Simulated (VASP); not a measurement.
Level of theory: LDA (Ceperley-Alder, Perdew-Zunger), VASP's LDA PAW potentials (set 64) (plane waves; VASP).

A VASP calculation is set up with these files.

File POSCAR:
```
Rh
1.0
  0.0000000000   1.8304150288   1.8304150288
  1.8304150288   0.0000000000   1.8304150288
  1.8304150288   1.8304150288   0.0000000000
Rh
1
direct
  1.0000000000   1.0000000000   0.0000000000
```

### INCAR
```
ALGO=Normal
EDIFF=1E-6
EDIFFG=-0.02
ENCUT=500
IBRION=2
ISIF=3
ISMEAR=1
LASPH=.TRUE.
LCHARG=.FALSE.
LMAXMIX=4
LREAL=.FALSE.
LWAVE=.FALSE.
NELM=100
NSW=40
PREC=Accurate
PSTRESS=300
SIGMA=0.1
SYSTEM=Rh
```

File KPOINTS:
```
Automatic
0
gamma
17 17 17
0 0 0
```

POTCAR, in this order: Rh_pv (LDA.64 set). Program: vasp_std.

Output of the run:

File OSZICAR:
```
       N       E                     dE             d eps       ncg     rms          rms(c)
DAV:   1     0.111288549259E+03    0.11129E+03   -0.91623E+03  3638   0.145E+03
DAV:   2    -0.770117127168E+01   -0.11899E+03   -0.11401E+03  3711   0.387E+02
DAV:   3    -0.912672022185E+01   -0.14255E+01   -0.14190E+01  4227   0.482E+01
DAV:   4    -0.913496947967E+01   -0.82493E-02   -0.82475E-02  3995   0.374E+00
DAV:   5    -0.913508963848E+01   -0.12016E-03   -0.12016E-03  4181   0.418E-01    0.142E+01
DAV:   6    -0.863745307754E+01    0.49764E+00   -0.10144E+00  3804   0.154E+01    0.541E+00
DAV:   7    -0.860579969999E+01    0.31653E-01   -0.35905E-02  4269   0.252E+00    0.222E+00
DAV:   8    -0.860014166642E+01    0.56580E-02   -0.60973E-03  3804   0.134E+00    0.284E-01
DAV:   9    -0.859994236310E+01    0.19930E-03   -0.17949E-04  4275   0.231E-01    0.572E-02
DAV:  10    -0.859994931593E+01   -0.69528E-05   -0.35133E-06  4112   0.268E-02    0.363E-03
DAV:  11    -0.859994928276E+01    0.33172E-07   -0.24699E-07  2238   0.759E-03
   1 F= -.63033280E+01 E0= -.63034841E+01  d E =-.630333E+01
```

OUTCAR:
```
------------------------ aborting loop because EDIFF is reached ----------------------------------------
  FORCE on cell =-STRESS in cart. coord.  units (eV):
  Direction    XX          YY          ZZ          XY          YZ          ZX
  --------------------------------------------------------------------------------------
  Total        2.2965386      2.2965386      2.2965386      0.0000000     -0.0000000      0.0000000
  in kB      299.9891939    299.9891939    299.9891939      0.0000000     -0.0000000      0.0000000
  external PRESSURE =      -0.0108061 kB  Pullay stress =     300.0000000 kB
  volume of cell :       12.27
      direct lattice vectors                 reciprocal lattice vectors
     0.000000000  1.830415029  1.830415029    -0.273162093  0.273162093  0.273162093
     1.830415029  0.000000000  1.830415029     0.273162093 -0.273162093  0.273162093
     1.830415029  1.830415029  0.000000000     0.273162093  0.273162093 -0.273162093
 POSITION                                       TOTAL-FORCE (eV/Angst)
 -----------------------------------------------------------------------------------
      0.00000      0.00000      0.00000        -0.000000     -0.000000     -0.000000
 -----------------------------------------------------------------------------------
    total drift:                               -0.000000     -0.000000     -0.000000
  FREE ENERGIE OF THE ION-ELECTRON SYSTEM (eV)
  ---------------------------------------------------
  free  energy   TOTEN  =        -8.5999492828 eV

  energy  without entropy=       -8.6004177329  energy(sigma->0) =       -8.60010543
  enthalpy is  TOTEN    =        -6.3033279909 eV   P V=        2.2966212918

 reached required accuracy - stopping structural energy minimisation
```
(Selected blocks of OUTCAR.)

### OUTCAR
```
 val. band max:       13.9392271052   @ k =   0.4118   0.2353   0.0588

 cond. band min:      13.9800561463   @ k =   0.4118   0.2941   0.0588


 Fermi energy:        13.9782852645

 k-point     1 :       0.0000    0.0000    0.0000
  band No.  band energies     occupation
      1     -32.4029      2.00000
      2     -32.4029      2.00000
      3     -32.4029      2.00000
      4       5.0671      2.00000
      5      10.2506      2.00000
      6      10.2506      2.00000
      7      10.2506      2.00000
      8      12.7920      2.00000
      9      12.7920      2.00000
     10      29.7336      0.00000
     11      34.0020      0.00000

 k-point     2 :       0.0588    0.0000    0.0000
  band No.  band energies     occupation
      1     -32.4419      2.00000
      2     -32.4080      2.00000
      3     -32.4080      2.00000
      4       5.2240      2.00000
      5      10.1746      2.00000
      6      10.3153      2.00000
      7      10.3153      2.00000
      8      12.7523      2.00000
      9      12.7523      2.00000
     10      29.9864      0.00000
     11      34.0306      0.00000

 k-point     3 :       0.1176    0.0000    0.0000
  band No.  band energies     occupation
      1     -32.5528      2.00000
      2     -32.4225      2.00000
      3     -32.4225      2.00000
      4       5.6667      2.00000
      5       9.9927      2.00000
      6      10.4813      2.00000
      7      10.4813      2.00000
      8      12.6697      2.00000
      9      12.6697      2.00000
     10      30.6673      0.00000
     11      33.4617      0.00000

 k-point     4 :       0.1765    0.0000    0.0000
  band No.  band energies     occupation
      1     -32.7187      2.00000
      2     -32.4445      2.00000
      3     -32.4445      2.00000
      4       6.2897      2.00000
      5       9.8511      2.00000
      6      10.6535      2.00000
      7      10.6535      2.00000
      8      12.6584      2.00000
      9      12.6584      2.00000
...
```

The compound is Rh in the fcc structure. It was relaxed first under an external pressure of 30 GPa.
